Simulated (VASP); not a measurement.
Output of a VASP run:

OUTCAR:
```
 ion  position               nearest neighbor table
   1  0.000  0.000  0.000-   3 2.97   4 2.97   5 2.97   3 2.97   4 2.97   4 2.97   5 2.97   4 2.97
                             3 2.97   5 2.97   3 2.97   5 2.97   2 3.64   2 3.64   2 3.64   2 3.64
   2  0.500  0.500  0.500-   3 2.10   4 2.10   5 2.10   5 2.10   3 2.10   4 2.10   1 3.64   1 3.64
                             1 3.64   1 3.64   1 3.64   1 3.64   1 3.64   1 3.64
   3  0.500  0.000  0.500-   2 2.10   2 2.10   1 2.97   1 2.97   1 2.97   1 2.97
   4  0.000  0.500  0.500-   2 2.10   2 2.10   1 2.97   1 2.97   1 2.97   1 2.97
   5  0.500  0.500  0.000-   2 2.10   2 2.10   1 2.97   1 2.97   1 2.97   1 2.97
  LATTYP: Found a simple cubic cell.
 ALAT       =     4.2014504049
 Subroutine PRICEL returns:
 Original cell was already a primitive cell.
 Subroutine GETGRP returns: Found 48 space group operations
The static configuration has the point symmetry O_h .
The dynamic configuration has the point symmetry O_h .
 Subroutine INISYM returns: Found 48 space group operations
 Subroutine IBZKPT returns following result:
 Found     20 irreducible k-points:

 Following reciprocal coordinates:
            Coordinates               Weight
  0.000000  0.000000  0.000000      1.000000
  0.142857  0.000000  0.000000      6.000000
  0.285714  0.000000  0.000000      6.000000
  0.428571  0.000000  0.000000      6.000000
  0.142857  0.142857  0.000000     12.000000
  0.285714  0.142857  0.000000     24.000000
  0.428571  0.142857  0.000000     24.000000
  0.285714  0.285714  0.000000     12.000000
  0.428571  0.285714  0.000000     24.000000
  0.428571  0.428571  0.000000     12.000000
  0.142857  0.142857  0.142857      8.000000
  0.285714  0.142857  0.142857     24.000000
  0.428571  0.142857  0.142857     24.000000
  0.285714  0.285714  0.142857     24.000000
  0.428571  0.285714  0.142857     48.000000
  0.428571  0.428571  0.142857     24.000000
  0.285714  0.285714  0.285714      8.000000
  0.428571  0.285714  0.285714     24.000000
  0.428571  0.428571  0.285714     24.000000
  0.428571  0.428571  0.428571      8.000000
   k-points           NKPTS =     20   k-points in BZ     NKDIM =     20   number of bands    NBANDS=     69
   number of dos      NEDOS =   1001   number of ions     NIONS =      5
   total plane-waves  NPLWV =  32768
   dimension x,y,z NGX =    32 NGY =   32 NGZ =   32
   dimension x,y,z NGXF=    64 NGYF=   64 NGZF=   64
   ions per type =               1   1   3
   PREC   = accura    normal or accurate (medium, high low for compatibility)
   ISTART =      0    job   : 0-new  1-cont  2-samecut
   ICHARG =      2    charge: 1-file 2-atom 10-const
   ISPIN  =      1    spin polarized calculation?
   LNONCOLLINEAR =      F non collinear calculations
   LSORBIT =      F    spin-orbit coupling
   INIWAV =      1    electr: 0-lowe 1-rand  2-diag
   ENCUT  =  520.0 eV  38.22 Ry    6.18 a.u.   7.81  7.81  7.81*2*pi/ulx,y,z
   NELM   =    100;   NELMIN=  2; NELMDL= -5     # of ELM steps
   EDIFF  = 0.1E-06   stopping-criterion for ELM
   LREAL  =      F    real-space projection
   NLSPLINE    = F    spline interpolate recip. space projectors
   LMAXMIX     =    6 max onsite mixed and CHGCAR
   VOSKOWN=      0    Vosko Wilk Nusair interpolation
   EDIFFG = 0.1E-05   stopping-criterion for IOM
   NSW    =      0    number of steps for IOM
   NBLOCK =      1;   KBLOCK =      1    inner block; outer block
   IBRION =     -1    ionic relax: 0-MD 1-quasi-New 2-CG
   NFREE  =      0    steps in history (QN), initial steepest desc. (CG)
   ISIF   =      2    stress and relaxation
   ISYM   =      2    0-nonsym 1-usesym 2-fastsym
   TEIN   =    0.0    initial temperature
   TEBEG  =    0.0;   TEEND  =   0.0 temperature during run
   SMASS  =  -3.00    Nose mass-parameter (am)
   PSTRESS=    0.0 pullay stress
   NELECT =      38.0000    total number of electrons
   EFERMI =   0.00;   METHOD = LEGACY
   ISMEAR =     0;   SIGMA  =   0.01  broadening in eV -4-tet -1-fermi 0-gaus
   IALGO  =     38    algorithm
   LDIAG  =      T    sub-space diagonalisation (order eigenvalues)
   IMIX   =      4    mixing-type and parameters
     AMIX     =   0.40;   BMIX     =  1.00
     AMIX_MAG =   1.60;   BMIX_MAG =  1.00
...
```

### OSZICAR
```
       N       E                     dE             d eps       ncg     rms          rms(c)
DAV:   1     0.203579043039E+03    0.20358E+03   -0.16817E+04  2760   0.533E+02
DAV:   2    -0.408747386187E+02   -0.24445E+03   -0.23132E+03  3244   0.179E+02
DAV:   3    -0.505414835790E+02   -0.96667E+01   -0.95447E+01  3376   0.280E+01
DAV:   4    -0.506166085189E+02   -0.75125E-01   -0.75078E-01  3344   0.245E+00
DAV:   5    -0.506168326915E+02   -0.22417E-03   -0.22417E-03  3153   0.129E-01    0.570E+01
DAV:   6    -0.438326185033E+02    0.67842E+01   -0.72552E+00  3052   0.126E+01    0.491E+01
DAV:   7    -0.436072010613E+02    0.22542E+00   -0.71636E-01  3223   0.274E+00    0.324E+01
DAV:   8    -0.435871956387E+02    0.20005E-01   -0.24425E-01  2946   0.213E+00    0.841E+00
DAV:   9    -0.435573421844E+02    0.29853E-01   -0.26934E-02  2959   0.781E-01    0.378E+00
DAV:  10    -0.435586509017E+02   -0.13087E-02   -0.39903E-03  3166   0.202E-01    0.610E-01
DAV:  11    -0.435585075195E+02    0.14338E-03   -0.82784E-05  3158   0.429E-02    0.108E-01
DAV:  12    -0.435585433630E+02   -0.35844E-04   -0.38484E-05  3331   0.204E-02    0.650E-02
DAV:  13    -0.435585495349E+02   -0.61719E-05   -0.52767E-06  3382   0.699E-03    0.208E-02
DAV:  14    -0.435585495781E+02   -0.43253E-07   -0.66420E-07  3286   0.250E-03
   1 F= -.43558550E+02 E0= -.43558550E+02  d E =-.187120E-15
 imaginary and real dielectric function
```

OUTCAR:
```
------------------------ aborting loop because EDIFF is reached ----------------------------------------
  FORCE on cell =-STRESS in cart. coord.  units (eV):
  Direction    XX          YY          ZZ          XY          YZ          ZX
  --------------------------------------------------------------------------------------
  Total       -0.0184514     -0.0184514     -0.0184514      0.0000000      0.0000000      0.0000000
  in kB       -0.3986039     -0.3986039     -0.3986039      0.0000000      0.0000000      0.0000000
  external PRESSURE =      -0.3986039 kB  Pullay stress =       0.0000000 kB
  volume of cell :       74.16
      direct lattice vectors                 reciprocal lattice vectors
     4.201450405  0.000000000  0.000000000     0.238013044  0.000000000  0.000000000
     0.000000000  4.201450405  0.000000000     0.000000000  0.238013044  0.000000000
     0.000000000  0.000000000  4.201450405     0.000000000  0.000000000  0.238013044
 POSITION                                       TOTAL-FORCE (eV/Angst)
 -----------------------------------------------------------------------------------
      0.00000      0.00000      0.00000         0.000000      0.000000      0.000000
      2.10073      2.10073      2.10073         0.000000      0.000000      0.000000
      2.10073      0.00000      2.10073         0.000000      0.000000      0.000000
      0.00000      2.10073      2.10073         0.000000      0.000000      0.000000
      2.10073      2.10073      0.00000         0.000000      0.000000      0.000000
 -----------------------------------------------------------------------------------
    total drift:                                0.000000     -0.000000     -0.000000
  FREE ENERGIE OF THE ION-ELECTRON SYSTEM (eV)
  ---------------------------------------------------
  free  energy   TOTEN  =       -43.5585495781 eV

  energy  without entropy=      -43.5585495781  energy(sigma->0) =      -43.55854958

 plasma frequency squared (from intraband transitions) (eV^2)
  --------------------------------------------------------------------------------------
       0.000       0.000       0.000
       0.000       0.000       0.000
       0.000       0.000       0.000

 plasma frequency squared (from interband transitions, int dw w eps(2)(w)) (eV^2)
  --------------------------------------------------------------------------------------
     626.024       0.000       0.000      -0.000       0.000       0.000
       0.000       0.000     626.024       0.000      -0.000       0.000
       0.000      -0.000      -0.000      -0.000     626.024       0.000
```
(Selected blocks of OUTCAR.)

POSCAR:
```
BaHfO3
1
    4.2014504049     0.0000000000     0.0000000000
    0.0000000000     4.2014504049     0.0000000000
    0.0000000000     0.0000000000     4.2014504049
Ba Hf O
1 1 3
Direct
  0.0000000000   0.0000000000   0.0000000000
  0.5000000000   0.5000000000   0.5000000000
  0.5000000000   0.0000000000   0.5000000000
  0.0000000000   0.5000000000   0.5000000000
  0.5000000000   0.5000000000   0.0000000000
```

Task: Reconstruct the remaining input files.

Result: This is not unique; one that fits is the input of the run itself, PBE GGA, plane waves, VASP's PBE PAW potentials (set 64).

### INCAR
```
ALGO  =  Normal
CSHIFT  =  0.1
EDIFF  =  1E-7
ENCUT  =  520
GGA  =  PE
ISMEAR  =  0
LASPH  =  .TRUE.
LCHARG  =  .FALSE.
LMAXMIX  =  6
LOPTICS  =  .TRUE.
LREAL  =  .FALSE.
LWAVE  =  .FALSE.
NBANDS  =  69
NEDOS  =  1001
NELM  =  100
PREC  =  Accurate
SIGMA  =  0.01
SYSTEM  =  BaHfO3
```

### KPOINTS
```
Automatic mesh
0
Gamma
7 7 7
0 0 0
```

POTCAR, in this order: Ba_sv Hf_pv O (PBE.64 set). Program: vasp_std.

The compound is BaHfO3 in the cubic perovskite structure. It was relaxed first.
